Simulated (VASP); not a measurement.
```xyz
2
Lattice="4.0477 0.0000 0.0000 0.0000 4.0477 0.0000 0.0000 0.0000 4.0477" Properties=species:S:1:pos:R:3 pbc="T T T"
Tl     0.0000     0.0000     0.0000
Br     2.0238     2.0238     2.0238
```

Method: PBE GGA, VASP's PBE PAW potentials (set 64) (plane waves; VASP). Numerical set-up: 520 eV cut-off, 6×6×6 Γ-centred mesh, Gaussian smearing of 0.050 eV, potentials Tl_d Br.

Unless said otherwise, spin-orbit coupling is left out, though it shifts the bands of the heavy elements here.

Problem. Estimate the energy per atom (σ→0), band gap (on the k-mesh) with the smallest direct gap where there is one.

Solution. 
| Quantity | Result |
|---|---|
| band gap (on the k-mesh) | 1.99 eV |
| smallest direct gap (on the k-mesh) | 1.99 eV |
| energy per atom (σ→0) | -2.773 eV/atom |

The absolute energy has meaning only against runs of the same code, potentials and settings.

The compound is TlBr in the CsCl type structure. It was relaxed first.
